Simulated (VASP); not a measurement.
# Al3Si2F (I-4m2) in VASP: a series of runs, part 2 of 2

VASP 6.6.1.

## Step 3: Relaxation of cell and atoms, PBE

This run uses another cell than the first one, of 18.07 Å³/atom, 1.025 times its volume.

File INCAR:

```
SYSTEM = Al3Si2F
  PREC = Accurate
  ENCUT = 520
  EDIFF = 1E-7
  ISMEAR = 0
  SIGMA = 0.1
  LREAL = .FALSE.
  LASPH = .TRUE.
  NELM = 120
  ALGO = Normal
  ISIF = 3
  LWAVE = .FALSE.
  LCHARG = .FALSE.
  GGA = PE
  IBRION = 2
  NSW = 60
  EDIFFG = -0.005
  POTIM = 0.3
  KPAR = 4
```

File KPOINTS:

```
Automatic mesh
0
G
  10 10 10
  0 0 0
```

File POSCAR:

```
Al3Si2F                                 
1.0
   -2.1197997993      2.1197997993      6.0309082913
    2.1197997993     -2.1197997993      6.0309082913
    2.1197997993      2.1197997993     -6.0309082913
  Al              Si              F             
     3     2     1
Direct
     0.7500000000000000    0.2500000000000000    0.5000000000000000
     0.4758000575417249    0.9758000575417249    0.5000000000000000
     0.0241999424582751    0.5241999424582751    0.5000000000000000
     0.6363294211126337    0.6363294211126337    0.0000000000000000
     0.3636705788873663    0.3636705788873663    1.0000000000000000
     1.0000000000000000    0.0000000000000000    1.0000000000000000
```

Potentials or basis: VASP PAW PBE potentials, release 64 (Al, Si, F).

Command:

```bash
> cat potpaw_PBE.64/Al/POTCAR potpaw_PBE.64/Si/POTCAR potpaw_PBE.64/F/POTCAR > POTCAR
> mpirun -np 4 vasp_std > vasp.out
```

OUTCAR:

```text
SYSTEM = Al3Si2F
   PREC = Accurate
   ENCUT = 520
   EDIFF = 1E-7
   ISMEAR = 0
   LREAL = .FALSE.
   LASPH = .TRUE.
   NELM = 120
   ISIF = 3
   GGA = PE
   IBRION = 2
   NSW = 60
   EDIFFG = -0.005
   POTIM = 0.3

 ion  position               nearest neighbor table
   1  0.750  0.250  0.500-   4 2.52   5 2.52   5 2.52   4 2.52   3 3.31   2 3.31
   2  0.476  0.976  0.500-   6 2.14   6 2.14   5 2.51   5 2.51   4 2.87   4 2.87   3 3.05   3 3.05
                             3 3.05   3 3.05   1 3.31
   3  0.024  0.524  0.500-   6 2.14   6 2.14   4 2.51   4 2.51   5 2.87   5 2.87   2 3.05   2 3.05
                             2 3.05   2 3.05   1 3.31
   4  0.636  0.636  0.000-   3 2.51   3 2.51   1 2.52   1 2.52   2 2.87   2 2.87
   5  0.364  0.364  0.000-   2 2.51   2 2.51   1 2.52   1 2.52   3 2.87   3 2.87
   6  0.000  0.000  0.000-   3 2.14   2 2.14   3 2.14   2 2.14

  LATTYP: Found a body centered tetragonal cell.
 ALAT       =     4.2395995986
 C/A-ratio  =     2.8450367310

  Lattice vectors:

 A1 = (  -2.1197997993,   2.1197997993,   6.0309082913)
 A2 = (   2.1197997993,  -2.1197997993,   6.0309082913)
 A3 = (   2.1197997993,   2.1197997993,  -6.0309082913)

Analysis of symmetry for initial positions (statically):
=====================================================================
 Subroutine PRICEL returns:
 Original cell was already a primitive cell.

 Routine SETGRP: Setting up the symmetry group for a
 body centered tetragonal supercell.

 Subroutine GETGRP returns: Found  8 space group operations
 (whereof  8 operations were pure point group operations)
 out of a pool of 16 trial point group operations.

The static configuration has the point symmetry D_2d.

Analysis of symmetry for dynamics (positions and initial velocities):
=====================================================================
 Subroutine PRICEL returns:
 Original cell was already a primitive cell.

 Routine SETGRP: Setting up the symmetry group for a
 body centered tetragonal supercell.

 Subroutine GETGRP returns: Found  8 space group operations
 (whereof  8 operations were pure point group operations)
 out of a pool of 16 trial point group operations.

The dynamic configuration has the point symmetry D_2d.

 Subroutine INISYM returns: Found  8 space group operations
 (whereof  8 operations are pure point group operations),
 and found     1 'primitive' translations

----------------------------------------------------------------------------------------

                                     Primitive cell

  volume of cell :     108.4008

  direct lattice vectors                    reciprocal lattice vectors
    -2.119799799  2.119799799  6.030908291     0.000000000  0.235871331  0.082906252
     2.119799799 -2.119799799  6.030908291     0.235871331  0.000000000  0.082906252
[... 138 lines left out ...]
  ext. energy  EPLUGINS =         0.00000000
  ---------------------------------------------------
  free energy    TOTEN  =       -26.18183288 eV

  energy without entropy =      -26.17452339  energy(sigma->0) =      -26.17817814

------------------------ aborting loop because EDIFF is reached ----------------------------------------

  FORCE on cell =-STRESS in cart. coord.  units (eV):
  Direction    XX          YY          ZZ          XY          YZ          ZX
  --------------------------------------------------------------------------------------
  -------------------------------------------------------------------------------------
  Total       -0.0011139     -0.0011139     -0.0015123      0.0000000      0.0000000      0.0000000
  in kB       -0.0164641     -0.0164641     -0.0223516      0.0000000      0.0000000      0.0000000
  external PRESSURE =      -0.0184266 kB  Pullay stress =       0.0000000 kB

 VOLUME and BASIS-vectors are now :
 -----------------------------------------------------------------------------
  energy-cutoff  :      520.00
  volume of cell :      108.40
      direct lattice vectors                 reciprocal lattice vectors
    -2.119799799  2.119799799  6.030908291     0.000000000  0.235871331  0.082906252
     2.119799799 -2.119799799  6.030908291     0.235871331  0.000000000  0.082906252
     2.119799799  2.119799799 -6.030908291     0.235871331  0.235871331  0.000000000

 POSITION                                       TOTAL-FORCE (eV/Angst)
 -----------------------------------------------------------------------------------
      0.00000      2.11980      3.01545        -0.000000      0.000000      0.000000
      2.11980      0.00000      5.73901         0.000000     -0.000000     -0.004765
      2.11980      0.00000      0.29190         0.000000     -0.000000      0.004765
      0.00000      0.00000      7.67529        -0.000000      0.000000     -0.006584
      0.00000      0.00000      4.38653         0.000000      0.000000      0.006584
      0.00000      0.00000      0.00000        -0.000000      0.000000     -0.000000
 -----------------------------------------------------------------------------------
    total drift:                               -0.000000      0.000000     -0.000000

  FREE ENERGIE OF THE ION-ELECTRON SYSTEM (eV)
  ---------------------------------------------------
  free  energy   TOTEN  =       -26.1818328834 eV

  energy  without entropy=      -26.1745233937  energy(sigma->0) =      -26.17817814

--------------------------------------- Ionic step        2  -------------------------------------------

 number of electron      23.9999995 magnetization

 Free energy of the ion-electron system (eV)
  ---------------------------------------------------
  ext. energy  EPLUGINS =         0.00000000
  ---------------------------------------------------
  free energy    TOTEN  =       -26.18183620 eV

  energy without entropy =      -26.17452613  energy(sigma->0) =      -26.17818116

 E-fermi :   5.9267     XC(G=0):  -9.4373

 val. band max:        5.9143976991   @ k =   0.2000   0.2000  -0.0000
 cond. band min:       5.9433658252   @ k =  -0.4000   0.4000   0.1000
 fundamental gap:      0.0289681261
 Fermi energy:         5.9267330953

 k-point     1 :       0.0000    0.0000    0.0000
  band No.  band energies     occupation
      1     -20.5246      2.00000
      2      -4.5894      2.00000
      3      -2.9930      2.00000
      4      -2.9930      2.00000
      5      -2.4545      2.00000
      6      -0.5984      2.00000
[... 433 lines left out ...]
      3      -3.4898      2.00000
      4      -2.2021      2.00000
      5      -1.9026      2.00000
      6      -1.3334      2.00000
[... 8 lines left out ...]
     15       7.7752      0.00000
     16       9.6635      0.00000

 [... further k-points ...]

------------------------ aborting loop because EDIFF is reached ----------------------------------------

  FORCE on cell =-STRESS in cart. coord.  units (eV):
  Direction    XX          YY          ZZ          XY          YZ          ZX
  --------------------------------------------------------------------------------------
  -------------------------------------------------------------------------------------
  Total        0.0041315      0.0041315      0.0054312      0.0000000      0.0000000      0.0000000
  in kB        0.0610654      0.0610654      0.0802746      0.0000000      0.0000000      0.0000000
  external PRESSURE =       0.0674685 kB  Pullay stress =       0.0000000 kB

 VOLUME and BASIS-vectors are now :
 -----------------------------------------------------------------------------
  energy-cutoff  :      520.00
  volume of cell :      108.40
      direct lattice vectors                 reciprocal lattice vectors
    -2.119788408  2.119788408  6.030864292     0.000000000  0.235872599  0.082906856
     2.119788408 -2.119788408  6.030864292     0.235872599  0.000000000  0.082906856
     2.119788408  2.119788408 -6.030864292     0.235872599  0.235872599  0.000000000

 POSITION                                       TOTAL-FORCE (eV/Angst)
 -----------------------------------------------------------------------------------
      0.00000      2.11979      3.01543         0.000000      0.000000      0.000000
      2.11979      0.00000      5.73883        -0.000000     -0.000000     -0.004003
      2.11979      0.00000      0.29203         0.000000      0.000000      0.004003
      0.00000      0.00000      7.67504        -0.000000     -0.000000     -0.004632
      0.00000      0.00000      4.38669        -0.000000     -0.000000      0.004632
      4.23958      0.00000      0.00000         0.000000      0.000000      0.000000
 -----------------------------------------------------------------------------------
    total drift:                               -0.000000      0.000000     -0.000000

  FREE ENERGIE OF THE ION-ELECTRON SYSTEM (eV)
  ---------------------------------------------------
  free  energy   TOTEN  =       -26.1818361987 eV

  energy  without entropy=      -26.1745261278  energy(sigma->0) =      -26.17818116

 reached required accuracy - stopping structural energy minimisation
```

Wall time 91 s (4 MPI ranks of Intel Xeon 6975P-C (Granite Rapids), shared host); peak memory 0.48 GiB.

Results:

```
Free energy                  : -26.1818 eV
Energy gained by relaxing    : 0.0 meV/atom
Ionic steps                  : 2
Pressure after relaxing      : 0.0 GPa
Largest force after relaxing : 0.005 eV/Å
Band gap on the k mesh       : none (metal or under the smearing width)
```

Forces on the atoms (eV/Å):
```
Al   0.000  0.000  0.000
Al   0.000  0.000 -0.004
Al   0.000  0.000  0.004
Si   0.000  0.000 -0.005
Si   0.000  0.000  0.005
F    0.000  0.000  0.000
```

Final structure:
```yaml
crystal:
  lattice:
    - [-2.11979, 2.11979, 6.03086]
    - [2.11979, -2.11979, 6.03086]
    - [2.11979, 2.11979, -6.03086]
  atoms:
    - { symbol: Al, position: [0.75000, 0.25000, 0.50000] }
    - { symbol: Al, position: [0.47579, 0.97579, 0.50000] }
    - { symbol: Al, position: [0.02421, 0.52421, 0.50000] }
    - { symbol: Si, position: [0.63631, 0.63631, 0.00000] }
    - { symbol: Si, position: [0.36369, 0.36369, 0.00000] }
    - { symbol: F, position: [0.00000, 0.00000, 0.00000] }
```

## Step 4: Single point, r2SCAN

This run uses another cell than the first one, of 18.07 Å³/atom, 1.025 times its volume.

File INCAR:

```
ALGO = Normal
EDIFF = 1E-6
ENCUT = 520
ISIF = 2
ISMEAR = 0
KPAR = 4
LASPH = True
LCHARG = False
LMIXTAU = True
LREAL = False
LWAVE = False
METAGGA = R2SCAN
NELM = 150
PREC = Accurate
SIGMA = 0.1
```

File KPOINTS:

```
k-points
0
Gamma
  10 10 10
```

File POSCAR:

```
Al3Si2F                                 
1.0
   -2.1197884077      2.1197884077      6.0308642922
    2.1197884077     -2.1197884077      6.0308642922
    2.1197884077      2.1197884077     -6.0308642922
  Al              Si              F             
     3     2     1
Direct
     0.7500000000000000    0.2500000000000000    0.5000000000000000
     0.4757886214403946    0.9757886214403946    0.5000000000000000
     0.0242113785596054    0.5242113785596054    0.5000000000000000
     0.6363136213900220    0.6363136213900220    0.0000000000000000
     0.3636863786099780    0.3636863786099780    0.0000000000000000
     0.0000000000000000    1.0000000000000000    1.0000000000000000
```

Command:

```bash
> cat potpaw_PBE.64/Al/POTCAR potpaw_PBE.64/Si/POTCAR potpaw_PBE.64/F/POTCAR > POTCAR
> mpirun -np 4 vasp_std > vasp.out
```

Wall time 7 min (4 MPI ranks of Intel Xeon 6975P-C (Granite Rapids), shared host); peak memory 0.52 GiB.

The run converged. Its results:

| Property | Result |
| --- | --- |
| Free energy | -43.2258 eV |
| Pressure | -2.1 GPa |
| Largest force | 0.072 eV/Å |
| Band gap on the k mesh | none (metal or under the smearing width) |

Forces in eV/Å, atoms in the order of the input:
```
Al   0.000  0.000  0.000
Al   0.000  0.000  0.017
Al   0.000  0.000 -0.017
Si   0.000  0.000 -0.072
Si   0.000  0.000  0.072
F    0.000  0.000  0.000
```

Stress tensor (GPa, compression positive):
```
-2.73  0.00  0.00
 0.00 -2.73  0.00
 0.00  0.00 -0.97
```

Levels at points of the mesh, in eV from the Fermi level:
```
           k point  band 10  band 11  band 12  band 13  band 14  band 15
(0.00, 0.00, 0.00)    -1.73    -1.73    -1.38     0.29     0.34     1.99
(0.50, 0.00, 0.00)    -2.41    -1.66    -0.73     0.81     1.41     2.88
(0.50, 0.50, 0.00)    -3.79    -3.15    -0.76    -0.22     0.62     3.07
(0.50, 0.50, 0.50)    -2.58    -1.10    -0.32    -0.32     0.76     1.81
```

Caveat: the PAW data sets were made with another functional, which shifts forces and pressure a little.
